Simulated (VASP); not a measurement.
Level of theory: TPSS meta-GGA, VASP's PBE PAW potentials (set 64) (plane waves; VASP).

The input files of a VASP run:

**INCAR**
```
ISMEAR = 0
EDIFF = 1E-7   # SCF stop (eV)
METAGGA = TPSS
LMIXTAU = .True.
PREC = Accurate
ISIF = 2   # forces and stress, cell fixed
LASPH = .True.
LWAVE = .False.
SYSTEM = AgCl
ALGO = Normal   # blocked Davidson
ENCUT = 520   # plane-wave cut-off (eV)
LREAL = .False.
NELM = 100
LCHARG = .False.
LMAXMIX = 4
SIGMA = 0.05
```

File KPOINTS:
```
Automatic mesh
0
Gamma
8 8 8
0 0 0
```

File POSCAR:
```
AgCl
1
    0.0000000000     2.7183514517     2.7183514517
    2.7183514517     0.0000000000     2.7183514517
    2.7183514517     2.7183514517     0.0000000000
Ag Cl
1 1
Direct
  0.0000000000   0.0000000000   0.0000000000
  0.5000000000   0.5000000000   0.5000000000
```

POTCAR, in this order: Ag Cl (PBE.64 set). Program: vasp_std.

Output of the run:

File OSZICAR:
```
       N       E                     dE             d eps       ncg     rms          rms(c)
DAV:   1     0.893847204295E+02    0.89385E+02   -0.90539E+03   762   0.128E+03
DAV:   2    -0.164307518175E+02   -0.10582E+03   -0.98835E+02   879   0.262E+02
DAV:   3    -0.207469023720E+02   -0.43162E+01   -0.42975E+01   884   0.574E+01
DAV:   4    -0.207818644762E+02   -0.34962E-01   -0.34955E-01   864   0.577E+00
DAV:   5    -0.207822855715E+02   -0.42110E-03   -0.42109E-03   874   0.619E-01    0.813E+00
DAV:   6    -0.191878906017E+02    0.15944E+01   -0.61888E+00   754   0.330E+01    0.605E+00
DAV:   7    -0.192591112767E+02   -0.71221E-01   -0.14176E-01   784   0.368E+00    0.413E+00
DAV:   8    -0.191770229430E+02    0.82088E-01   -0.26791E-01   769   0.489E+00    0.749E-01
DAV:   9    -0.192257206831E+02   -0.48698E-01   -0.55577E-02   754   0.347E+00    0.392E-01
DAV:  10    -0.183882725574E+02    0.83745E+00   -0.19310E+04   754   0.363E+05    0.257E-01
DAV:  11    -0.192344258450E+02   -0.84615E+00   -0.82965E-01   754   0.154E+01    0.224E-01
DAV:  12    -0.192362140295E+02   -0.17882E-02   -0.44188E-03   799   0.817E-01    0.133E-01
DAV:  13    -0.192390751838E+02   -0.28612E-02   -0.15881E-03   754   0.561E-01    0.406E-02
DAV:  14    -0.192391665316E+02   -0.91348E-04   -0.30455E-04   764   0.251E-01    0.210E-02
DAV:  15    -0.192388999368E+02    0.26659E-03   -0.24584E-04   754   0.247E-01    0.174E-02
DAV:  16    -0.192395815610E+02   -0.68162E-03   -0.63111E-05   754   0.139E-01    0.752E-03
DAV:  17    -0.192395824839E+02   -0.92293E-06   -0.29657E-06   794   0.263E-02    0.382E-03
DAV:  18    -0.192395828273E+02   -0.34335E-06   -0.76028E-07   774   0.108E-02    0.139E-03
DAV:  19    -0.192395826895E+02    0.13771E-06   -0.22277E-07   743   0.686E-03    0.121E-03
DAV:  20    -0.192395828749E+02   -0.18540E-06   -0.46712E-08   522   0.292E-03    0.106E-03
DAV:  21    -0.192395828663E+02    0.86243E-08   -0.43394E-08   537   0.236E-03
   1 F= -.19239583E+02 E0= -.19239583E+02  d E =-.191463E-10
```

OUTCAR:
```
------------------------ aborting loop because EDIFF is reached ----------------------------------------
  FORCE on cell =-STRESS in cart. coord.  units (eV):
  Direction    XX          YY          ZZ          XY          YZ          ZX
  --------------------------------------------------------------------------------------
  Total        0.9043971      0.9043971      0.9043971      0.0000000      0.0000000      0.0000000
  in kB       36.0680734     36.0680734     36.0680734      0.0000000      0.0000000      0.0000000
  external PRESSURE =      36.0680734 kB  Pullay stress =       0.0000000 kB
  volume of cell :       40.17
      direct lattice vectors                 reciprocal lattice vectors
     0.000000000  2.718351452  2.718351452    -0.183935009  0.183935009  0.183935009
     2.718351452  0.000000000  2.718351452     0.183935009 -0.183935009  0.183935009
     2.718351452  2.718351452  0.000000000     0.183935009  0.183935009 -0.183935009
  FREE ENERGIE OF THE ION-ELECTRON SYSTEM (eV)
  ---------------------------------------------------
  free  energy   TOTEN  =       -19.2395828663 eV

  energy  without entropy=      -19.2395828663  energy(sigma->0) =      -19.23958287
```
(Selected blocks of OUTCAR.)

OUTCAR:
```
 val. band max:        4.5335572330   @ k =   0.5000   0.0000   0.0000

 cond. band min:       5.4949473330   @ k =   0.0000   0.0000   0.0000


 Fermi energy:         4.7394286168

 k-point     1 :       0.0000    0.0000    0.0000
  band No.  band energies     occupation
      1     -11.4160      2.00000
      2       1.8647      2.00000
      3       1.8647      2.00000
      4       1.8647      2.00000
      5       1.8683      2.00000
      6       1.8683      2.00000
      7       1.8683      2.00000
      8       1.9271      2.00000
      9       1.9271      2.00000
     10       5.4949      0.00000
     11      15.4213      0.00000
     12      15.4213      0.00000
     13      15.4213      0.00000

 k-point     2 :       0.1250    0.0000    0.0000
  band No.  band energies     occupation
      1     -11.3457      2.00000
      2       0.9874      2.00000
      3       1.0877      2.00000
      4       1.0877      2.00000
      5       1.9337      2.00000
      6       1.9337      2.00000
      7       2.1678      2.00000
      8       2.7818      2.00000
      9       2.7818      2.00000
     10       6.2418      0.00000
     11      13.9736      0.00000
     12      15.1472      0.00000
     13      15.1472      0.00000

 k-point     3 :       0.2500    0.0000    0.0000
  band No.  band energies     occupation
      1     -11.1680      2.00000
      2      -0.1504      2.00000
      3       0.4550      2.00000
      4       0.4550      2.00000
      5       2.0827      2.00000
      6       2.0827      2.00000
      7       2.3558      2.00000
      8       3.6313      2.00000
      9       3.6313      2.00000
     10       7.5945      0.00000
     11      12.3660      0.00000
     12      13.8573      0.00000
     13      13.8573      0.00000

 k-point     4 :       0.3750    0.0000    0.0000
  band No.  band energies     occupation
      1     -10.9773      2.00000
      2      -1.0110      2.00000
      3       0.0530      2.00000
...
```

The compound is AgCl in the rock salt structure. This cell is one point of a volume scan, at 0.94 of the reference volume.
